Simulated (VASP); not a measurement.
Output of a VASP run:

File OUTCAR:
```
 ion  position               nearest neighbor table
   1  0.233  0.233  0.233-   2 2.91   2 2.91   2 2.91   2 3.35   2 3.35   2 3.35
   2  0.767  0.767  0.767-   1 2.91   1 2.91   1 2.91   1 3.35   1 3.35   1 3.35
  LATTYP: Found a trigonal (rhomboedric) cell.
 ALAT       =     4.5060604418
 COS(alpha) =     0.5425636908
 Subroutine PRICEL returns:
 Original cell was already a primitive cell.
 Subroutine GETGRP returns: Found 12 space group operations
The static configuration has the point symmetry D_3d.
The dynamic configuration has the point symmetry D_3d.
 Subroutine INISYM returns: Found 12 space group operations
 Subroutine IBZKPT returns following result:
 Found     85 irreducible k-points:

 Following reciprocal coordinates:
            Coordinates               Weight
  0.000000  0.000000  0.000000      1.000000
  0.111111 -0.000000 -0.000000      6.000000
  0.222222 -0.000000  0.000000      6.000000
  0.333333  0.000000 -0.000000      6.000000
  0.444444 -0.000000  0.000000      6.000000
  0.111111  0.111111 -0.000000      6.000000
  0.222222  0.111111 -0.000000     12.000000
  0.333333  0.111111 -0.000000     12.000000
  0.444444  0.111111 -0.000000     12.000000
 -0.444444  0.111111  0.000000     12.000000
 -0.333333  0.111111  0.000000     12.000000
 -0.222222  0.111111  0.000000     12.000000
 -0.111111  0.111111  0.000000      6.000000
  0.222222  0.222222  0.000000      6.000000
  0.333333  0.222222  0.000000     12.000000
  0.444444  0.222222 -0.000000     12.000000
 -0.444444  0.222222  0.000000     12.000000
 -0.333333  0.222222 -0.000000     12.000000
 -0.222222  0.222222  0.000000      6.000000
  0.333333  0.333333 -0.000000      6.000000
  0.444444  0.333333 -0.000000     12.000000
 -0.444444  0.333333  0.000000     12.000000
 -0.333333  0.333333  0.000000      6.000000
  0.444444  0.444444  0.000000      6.000000
 -0.444444  0.444444  0.000000      6.000000
  0.111111  0.111111  0.111111      2.000000
  0.222222  0.111111  0.111111      6.000000
  0.333333  0.111111  0.111111      6.000000
  0.444444  0.111111  0.111111      6.000000
 -0.444444  0.111111  0.111111      6.000000
 -0.333333  0.111111  0.111111      6.000000
 -0.222222  0.111111  0.111111      6.000000
 -0.111111  0.111111  0.111111      6.000000
  0.222222  0.222222  0.111111      6.000000
  0.333333  0.222222  0.111111     12.000000
  0.444444  0.222222  0.111111     12.000000
 -0.444444  0.222222  0.111111     12.000000
 -0.333333  0.222222  0.111111     12.000000
 -0.222222  0.222222  0.111111     12.000000
 -0.111111  0.222222  0.111111     12.000000
   k-points           NKPTS =     85   k-points in BZ     NKDIM =     85   number of bands    NBANDS=      9
   number of dos      NEDOS =    301   number of ions     NIONS =      2
   total plane-waves  NPLWV =  27000
   dimension x,y,z NGX =    30 NGY =   30 NGZ =   30
   dimension x,y,z NGXF=    60 NGYF=   60 NGZF=   60
   ions per type =               2
   PREC   = accura    normal or accurate (medium, high low for compatibility)
   ISTART =      0    job   : 0-new  1-cont  2-samecut
   ICHARG =      2    charge: 1-file 2-atom 10-const
   ISPIN  =      1    spin polarized calculation?
   LNONCOLLINEAR =      F non collinear calculations
   LSORBIT =      F    spin-orbit coupling
   INIWAV =      1    electr: 0-lowe 1-rand  2-diag
   ENCUT  =  400.0 eV  29.40 Ry    5.42 a.u.   7.35  7.35  7.35*2*pi/ulx,y,z
   NELM   =    100;   NELMIN=  2; NELMDL= -5     # of ELM steps
   EDIFF  = 0.1E-05   stopping-criterion for ELM
   LREAL  =      F    real-space projection
   NLSPLINE    = F    spline interpolate recip. space projectors
   LMAXMIX     =    4 max onsite mixed and CHGCAR
   VOSKOWN=      0    Vosko Wilk Nusair interpolation
   EDIFFG = -.1E-01   stopping-criterion for IOM
   NSW    =     60    number of steps for IOM
   NBLOCK =      1;   KBLOCK =     60    inner block; outer block
...
```

### OSZICAR
```
...
DAV:   6    -0.513964905201E+02   -0.38282E-05   -0.27289E-06  1540   0.189E-02    0.102E-03
DAV:   7    -0.513964906253E+02   -0.10517E-06   -0.40664E-07   769   0.594E-03
   5 F= -.51396491E+02 E0= -.51396553E+02  d E =-.223802E-02
       N       E                     dE             d eps       ncg     rms          rms(c)
DAV:   1    -0.513965245585E+02   -0.34038E-04   -0.69218E-03  1561   0.504E-01    0.272E-02
DAV:   2    -0.513965457458E+02   -0.21187E-04   -0.21309E-04  1637   0.122E-01    0.163E-02
DAV:   3    -0.513965412465E+02    0.44993E-05   -0.12673E-05  1718   0.262E-02    0.516E-03
DAV:   4    -0.513965405246E+02    0.72193E-06   -0.30482E-06  1556   0.128E-02
   6 F= -.51396541E+02 E0= -.51396607E+02  d E =-.228792E-02
       N       E                     dE             d eps       ncg     rms          rms(c)
DAV:   1    -0.513969814803E+02   -0.44023E-03   -0.21482E-02  1572   0.843E-01    0.611E-02
DAV:   2    -0.513968916298E+02    0.89850E-04   -0.67437E-04  1576   0.205E-01    0.376E-02
DAV:   3    -0.513968941109E+02   -0.24811E-05   -0.25549E-04  1746   0.108E-01    0.938E-03
DAV:   4    -0.513968954003E+02   -0.12894E-05   -0.22644E-05  1584   0.373E-02    0.566E-03
DAV:   5    -0.513968907625E+02    0.46378E-05   -0.13027E-05  1541   0.293E-02    0.340E-03
DAV:   6    -0.513968978146E+02   -0.70521E-05   -0.40582E-06  1534   0.173E-02    0.885E-04
DAV:   7    -0.513968978268E+02   -0.12124E-07   -0.28892E-07   765   0.566E-03
   7 F= -.51396898E+02 E0= -.51396959E+02  d E =-.357302E-03
       N       E                     dE             d eps       ncg     rms          rms(c)
DAV:   1    -0.513970303810E+02   -0.13257E-03   -0.11922E-02  1572   0.628E-01    0.454E-02
DAV:   2    -0.513969806173E+02    0.49764E-04   -0.37820E-04  1575   0.154E-01    0.282E-02
DAV:   3    -0.513969821636E+02   -0.15463E-05   -0.14564E-04  1747   0.828E-02    0.686E-03
DAV:   4    -0.513969825239E+02   -0.36032E-06   -0.12115E-05  1572   0.277E-02    0.428E-03
DAV:   5    -0.513969804922E+02    0.20318E-05   -0.81758E-06  1545   0.239E-02    0.216E-03
DAV:   6    -0.513969833906E+02   -0.28984E-05   -0.23057E-06  1394   0.122E-02    0.710E-04
DAV:   7    -0.513969834144E+02   -0.23836E-07   -0.83144E-08   765   0.286E-03
   8 F= -.51396983E+02 E0= -.51397039E+02  d E =-.442890E-03
       N       E                     dE             d eps       ncg     rms          rms(c)
DAV:   1    -0.513969767920E+02    0.65987E-05   -0.35346E-03  1608   0.351E-01    0.376E-02
DAV:   2    -0.513969715587E+02    0.52332E-05   -0.11288E-04  1562   0.831E-02    0.234E-02
DAV:   3    -0.513969634264E+02    0.81323E-05   -0.32200E-05  1549   0.425E-02    0.336E-03
DAV:   4    -0.513969663529E+02   -0.29265E-05   -0.31332E-06  1605   0.145E-02    0.300E-03
DAV:   5    -0.513969665670E+02   -0.21417E-06   -0.76082E-07   781   0.814E-03
   9 F= -.51396967E+02 E0= -.51397011E+02  d E =0.168474E-04
       N       E                     dE             d eps       ncg     rms          rms(c)
DAV:   1    -0.513970126587E+02   -0.46306E-04   -0.11289E-03  1608   0.198E-01    0.211E-02
DAV:   2    -0.513970087620E+02    0.38967E-05   -0.35310E-05  1561   0.459E-02    0.131E-02
DAV:   3    -0.513970025263E+02    0.62357E-05   -0.10123E-05  1550   0.232E-02    0.194E-03
DAV:   4    -0.513970030599E+02   -0.53353E-06   -0.10443E-06   852   0.863E-03
  10 F= -.51397003E+02 E0= -.51397054E+02  d E =-.196454E-04
```

**OUTCAR**
```
------------------------ aborting loop because EDIFF is reached ----------------------------------------
  FORCE on cell =-STRESS in cart. coord.  units (eV):
  Direction    XX          YY          ZZ          XY          YZ          ZX
  --------------------------------------------------------------------------------------
  Total        0.0050771      0.0030527      0.0032747      0.0000000      0.0000000      0.0006705
  in kB        0.1291331      0.0776432      0.0832912      0.0000000      0.0000000      0.0170532
  external PRESSURE =       0.0966892 kB  Pullay stress =       0.0000000 kB
  volume of cell :       62.99
      direct lattice vectors                 reciprocal lattice vectors
     4.046900444 -2.174035826  0.018083892     0.123992888 -0.229987010 -0.098810238
     4.046900444  2.174035826  0.018083892     0.123992888  0.229987010 -0.098810238
     2.863012325 -0.000000000  3.592675973    -0.001248247  0.000000000  0.279338787
 POSITION                                       TOTAL-FORCE (eV/Angst)
 -----------------------------------------------------------------------------------
      2.54108     -0.00000      0.84159         0.001084     -0.000000      0.000359
      8.41573     -0.00000      2.78725        -0.001084      0.000000     -0.000359
 -----------------------------------------------------------------------------------
    total drift:                               -0.000000     -0.000000     -0.000000
  FREE ENERGIE OF THE ION-ELECTRON SYSTEM (eV)
  ---------------------------------------------------
  free  energy   TOTEN  =       -51.3970030599 eV

  energy  without entropy=      -51.3971554411  energy(sigma->0) =      -51.39705385

 reached required accuracy - stopping structural energy minimisation
```
(Selected blocks of OUTCAR.)

**POSCAR**
```
Sb
1
    3.9573420000    -2.1550000000     0.0000000000
    3.9573420000     2.1550000000     0.0000000000
    2.7838200000     0.0000000000     3.5432930000
Sb
2
Direct
  0.2335000000   0.2335000000   0.2335000000
  0.7665000000   0.7665000000   0.7665000000
```

Q: Write an INCAR and KPOINTS that could have produced this output.

A: This is not unique; one that fits is the input of the run itself, r2SCAN meta-GGA, plane waves, VASP's PBE PAW potentials (set 64).

### KPOINTS
```
Automatic mesh
0
Gamma
9 9 9
0 0 0
```

**INCAR**
```
ALGO = Normal
ISIF = 3
LREAL = .FALSE.   # projection in real space or not
EDIFF = 1E-6
IBRION = 2   # conjugate gradients
LCHARG = .FALSE.
PREC = Accurate
LASPH = .TRUE.
EDIFFG = -0.01
SYSTEM = Sb
NELM = 100
LWAVE = .FALSE.
LMAXMIX = 4   # l cut-off of mixed one-centre charges
METAGGA = R2SCAN
ISMEAR = 1   # Methfessel-Paxton
NSW = 60
SIGMA = 0.1   # width (eV)
LMIXTAU = .TRUE.
ENCUT = 400   # plane-wave cut-off (eV)
```

POTCAR, in this order: Sb (PBE.64 set). Program: vasp_std.

Energy and stress use the plane-wave basis of the starting cell.

The compound is Sb in the a7 structure. This run relaxes it. Symmetry was kept, so distortions that lower it aren't found.
